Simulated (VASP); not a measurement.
Computed with r2SCAN meta-GGA, VASP's PBE PAW potentials (set 64) (plane waves; VASP).

VASP input:

KPOINTS:
```
K-points
0
G
  10 10 14
0 0 0
```

**POSCAR**
```
Ni
1.0
  3.9336327236   0.0000000019   0.0000000000
 -1.9668168584   3.4066259364   0.0000000000
  0.0000000000   0.0000000000   2.3958198617
Ni
3
Cart
 -1.9668168584   3.4066259364   2.3958198617
 -0.0000022979   2.2710850938   1.1979099309
  1.9668181631   1.1355408445   1.1979099309
```

KPOINTS_OPT:
```
k-points along high-symmetry lines
6
Line-mode
Reciprocal
  0.000000   0.000000   0.000000 ! GAMMA
  0.500000   0.000000   0.000000 ! M

  0.500000   0.000000   0.000000 ! M
  0.333333   0.333333   0.000000 ! K

  0.333333   0.333333   0.000000 ! K
  0.000000   0.000000   0.000000 ! GAMMA

  0.000000   0.000000   0.000000 ! GAMMA
  0.000000   0.000000   0.500000 ! A

  0.000000   0.000000   0.500000 ! A
  0.500000   0.000000   0.500000 ! L

  0.500000   0.000000   0.500000 ! L
  0.333333   0.333333   0.500000 ! H

  0.333333   0.333333   0.500000 ! H
  0.000000   0.000000   0.500000 ! A

  0.500000   0.000000   0.500000 ! L
  0.500000   0.000000   0.000000 ! M

  0.333333   0.333333   0.500000 ! H
  0.333333   0.333333   0.000000 ! K
```

INCAR:
```
LEFG = T
LREAL = F   ! projection in real space or not
LMAXMIX = 4
LORBIT = 11   ! lm-projected
NEDOS = 601   ! DOS grid
EDIFF = 1E-7
LMIXTAU = T
ISMEAR = -5
METAGGA = R2SCAN
LCHARG = F
ISPIN = 2   ! spin-polarised
PREC = Accurate
LASPH = T
NELM = 100
LWAVE = F
ALGO = Normal
MAGMOM = 0.7 0.7 0.7
ISIF = 2   ! forces and stress, cell fixed
SYSTEM = Ni
ENCUT = 400   ! plane-wave cut-off (eV)
```

POTCAR, in this order: Ni (PBE.64 set). Program: vasp_std.

For a metal the tetrahedron method with Blöchl corrections gives inexact stress and forces.

What does the run give for the energy per atom (σ→0), cell moment, band gap (over mesh and band path)?

```json
{
 "energy per atom (σ→0)": "-11.802 eV/atom",
 "cell_moment": "2.00 μB",
 "band gap (over mesh and band path)": "none (metal, semimetal or under 0.01 eV)"
}
```

OSZICAR:
```
...
DAV:  17    -0.354069113201E+02   -0.94549E-05   -0.23799E-06 10020   0.253E-02    0.394E-03
DAV:  18    -0.354069170699E+02   -0.57499E-05   -0.46687E-07  9072   0.123E-02    0.239E-03
DAV:  19    -0.354069168135E+02    0.25649E-06   -0.10013E-07  4760   0.473E-03    0.126E-03
DAV:  20    -0.354069159242E+02    0.88929E-06   -0.25020E-08  4688   0.254E-03    0.454E-04
DAV:  21    -0.354069155642E+02    0.35996E-06   -0.92260E-09  4688   0.108E-03    0.163E-04
DAV:  22    -0.354069156075E+02   -0.43328E-07   -0.15737E-09  4640   0.548E-04
   1 F= -.35406916E+02 E0= -.35406916E+02  d E =0.000000E+00  mag=     1.9971
       N       E                     dE             ncg
```

The structure was generated: Ni was put into the omega type (P6/mmm), which need not be its known phase. It was relaxed first.
